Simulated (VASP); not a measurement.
```yaml
crystal:
  lattice:
    - [0.00000, 2.78313, 2.78313]
    - [2.78313, 0.00000, 2.78313]
    - [11.29110, 11.29110, -0.15858]
  atoms:
    - { symbol: Cd, position: [0.02701, 0.02701, 0.97975] }
    - { symbol: Cd, position: [0.00361, 0.00361, 0.24729] }
    - { symbol: Cd, position: [0.98098, 0.98098, 0.51427] }
    - { symbol: S, position: [0.25600, 0.25600, 0.05800] }
    - { symbol: S, position: [0.23331, 0.23331, 0.32502] }
    - { symbol: S, position: [0.21300, 0.21300, 0.59025] }
    - { symbol: S, position: [0.28146, 0.28146, 0.78890] }
    - { symbol: Be, position: [0.00464, 0.00464, 0.74652] }
```

Computed with PBEsol GGA, VASP's PBE PAW potentials (set 64) (plane waves; VASP 6.6.1). Numerical set-up: 400 eV cut-off, Gaussian smearing of 0.050 eV, potentials Cd S Be.

### Question
Give the energies of bands 22 to 35 at the high-symmetry points, in eV from the valence-band maximum.

### Answer

| band | Γ | T | H2 | L | S0 | F |
|---|---|---|---|---|---|---|
| 22 | -2.91 | -1.71 | -4.23 | -4.30 | -4.23 | -4.21 |
| 23 | -1.60 | -1.60 | -4.15 | -4.09 | -4.15 | -4.13 |
| 24 | -1.60 | -1.60 | -3.26 | -2.71 | -3.25 | -2.74 |
| 25 | -0.56 | -1.26 | -3.05 | -2.57 | -3.04 | -2.59 |
| 26 | -0.56 | -0.63 | -2.80 | -2.56 | -2.82 | -2.50 |
| 27 | -0.43 | -0.63 | -2.50 | -1.76 | -2.50 | -2.23 |
| 28 | -0.39 | -0.26 | -2.06 | -1.73 | -2.08 | -1.56 |
| 29 | -0.39 | -0.26 | -1.88 | -1.60 | -1.88 | -1.37 |
| 30 | 0.00 | -0.06 | -1.76 | -1.06 | -1.75 | -1.14 |
| 31 | 0.00 | -0.06 | -1.46 | -0.92 | -1.46 | -0.76 |
| 32 | 1.35 | 2.02 | 3.96 | 3.03 | 3.91 | 2.75 |
| 33 | 2.98 | 2.40 | 4.07 | 3.43 | 4.18 | 3.00 |
| 34 | 3.19 | 3.17 | 4.49 | 3.64 | 4.36 | 3.73 |
| 35 | 3.38 | 3.51 | 4.74 | 3.83 | 4.82 | 4.36 |

The gap is direct, 1.36 eV, from the valence maximum at Γ to the conduction minimum at Γ.

The structure was generated: BeCd3S4 was put into an ordered model structure (R3m), which need not be its known phase. It was relaxed first.
